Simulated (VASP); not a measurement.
OSZICAR of a VASP run on B₃₁N₃₂Si:

### OSZICAR
```
       N       E                     dE             d eps       ncg     rms          rms(c)
DAV:   1    -0.656434777411E+03   -0.65643E+03   -0.77304E+00   322   0.834E+00    0.401E+00
DAV:   2    -0.656469555191E+03   -0.34778E-01   -0.12134E-01   364   0.856E-01    0.293E+00
DAV:   3    -0.656450935973E+03    0.18619E-01   -0.96478E-03   372   0.272E-01    0.172E+00
DAV:   4    -0.656445864230E+03    0.50717E-02   -0.62366E-03   379   0.190E-01    0.990E-01
DAV:   5    -0.656444632743E+03    0.12315E-02   -0.12587E-03   372   0.897E-02    0.563E-01
DAV:   6    -0.656444233355E+03    0.39939E-03   -0.26077E-04   347   0.464E-02    0.318E-01
DAV:   7    -0.656444113951E+03    0.11940E-03   -0.84639E-05   363   0.277E-02    0.178E-01
DAV:   8    -0.656444080145E+03    0.33806E-04   -0.18941E-05   228   0.142E-02    0.102E-01
DAV:   9    -0.656444070225E+03    0.99193E-05   -0.68525E-06   219   0.906E-03
   1 F= -.65644407E+03 E0= -.65644407E+03  d E =-.157133E-15
```

Problem. Which electronic solver shows in the log?

Solution. It is blocked Davidson (ALGO = Normal, or the opening steps of other solvers). The INCAR had ALGO = Normal.

Problem. Can the final energy be trusted as converged?

Solution. Self-consistency was reached. It stopped with EDIFF = 1E-5, NELM = 50 (HSE06 screened hybrid, plane waves, VASP's PBE PAW potentials (set 64)).  The cell is charged, with a uniform compensating background. The supercell is sampled at Γ alone, which is coarse: total energies, pressure and levels can be off, energies of defects by several tenths of an eV.

The cell is a supercell with a defect, built from BN (zinc blende): Si_B, charge +1. The cell's shape comes from a PBE relaxation. The run is not spin-polarised, so no state with unpaired spins was tried.
